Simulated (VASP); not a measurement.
Consider the following.

```
CELL_PARAMETERS angstrom
      0.00000     3.49929     3.49929
      3.49929     0.00000     3.49929
      3.49929     3.49929     0.00000
ATOMIC_POSITIONS crystal
  K  0.00000 0.00000 0.00000
  I  0.50000 0.50000 0.50000
```

These are vdW-DF-cx, VASP's PBE PAW potentials (set 64) (plane waves; VASP) values and carry that method's errors. Numerical set-up: 520 eV cut-off, 7×7×7 Γ-centred mesh, Gaussian smearing of 0.050 eV, potentials K_sv I.

Unless said otherwise, spin-orbit coupling is left out, though it shifts the bands of the heavy elements here.

Task: Predict the energy per atom (σ→0), band gap (on the k-mesh) with the smallest direct gap where there is one.

Result: 
The band gap (on the k-mesh) is 4.08 eV. The smallest direct gap (on the k-mesh) is 4.08 eV and the energy per atom (σ→0) is -0.727 eV/atom.

The absolute energy has meaning only against runs of the same code, potentials and settings.

The compound is KI in the rock salt structure. This cell is one point of a volume scan, at 0.97 of the reference volume.
